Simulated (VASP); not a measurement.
These are PBEsol GGA, VASP's PBE PAW potentials (set 64) (plane waves; VASP 6.6.1) values and carry that method's errors.

Input for VASP

POSCAR:
```
KF
1
    0.0000000000     2.6557847636     2.6557847636
    2.6557847636     0.0000000000     2.6557847636
    2.6557847636     2.6557847636     0.0000000000
K F
1 1
Direct
  0.0000000000   0.0000000000   0.0000000000
  0.5000000000   0.5000000000   0.5000000000
```

INCAR:
```
SYSTEM = KF
PREC = Accurate
ENCUT = 600
EDIFF = 1E-7
NELM = 100
ALGO = Normal
LREAL = .FALSE.
LASPH = .TRUE.
ISMEAR = 0
SIGMA = 0.05
GGA = PS
LWAVE = .FALSE.
LCHARG = .FALSE.
ISIF = 3
IBRION = 2
NSW = 40
EDIFFG = -0.01
PSTRESS = 200
```

KPOINTS:
```
Automatic
0
Gamma
  8 8 8
0 0 0
```

POTCAR, in this order: K_sv F (PBE.64 set). Program: vasp_std.

### Question
What will the output report for the number of irreducible k-points (NKPTS), number of bands (NBANDS), largest plane-wave count, number of space-group operations, FFT grid (NGX, NGY, NGZ)?

### Answer

* **number of irreducible k-points (NKPTS)**: 29
* **number of bands (NBANDS)**: 12
* **largest plane-wave count**: 1283
* **number of space-group operations**: 48
* **FFT grid (NGX, NGY, NGZ)**: 30 × 30 × 30

The compound is KF in the rock salt structure. This run relaxes it under an external pressure of 20 GPa. Symmetry was kept, so distortions that lower it aren't found.
